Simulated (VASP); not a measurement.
PbS (rock salt), at 0.96 of the tabulated volume:

```yaml
crystal:
  lattice:
    - [0.00000, 2.92986, 2.92986]
    - [2.92986, 0.00000, 2.92986]
    - [2.92986, 2.92986, 0.00000]
  atoms:
    - { symbol: Pb, position: [0.00000, 0.00000, 0.00000] }
    - { symbol: S, position: [0.50000, 0.50000, 0.50000] }
```

The lowest empty band near L, direction across the valley's axis, from mBJ (TB09) with spin-orbit coupling in VASP (PAW); its two spin partners are averaged. The gap over the points computed is 0.49 eV, and the next band on that side lies 1.51 eV away at the edge.

Run with 400 eV cut-off, 9×9×9 Γ-centred mesh, Gaussian smearing of 0.050 eV, potentials Pb_d S.

```
distance from the edge in k (1/Å)  distance in energy (meV)
---------------------------------  ------------------------
0.012                                                   4.9
0.018                                                  10.8
0.025                                                  20.5
0.035                                                  38.8
0.050                                                  74.6
0.070                                                 134.0
```

Question: Fit E(1 + αE) = ħ²k²/2m* (ħ²/2m0 = 3.810 eV Å²) and predict the row at 0.095 1/Å.

Answer: Least squares on the energies gives the electron mass m* = 0.113 m0 and α = 1.77 per eV, and so 219.7 meV. The run gave 221.0 meV, +1.3 meV from the fit.

Left out are points under 3 meV from the edge, since the levels carry 0.1 meV, and points farther than half the way to the next band.

The compound is PbS in the rock salt structure. The cell was not relaxed at this level.
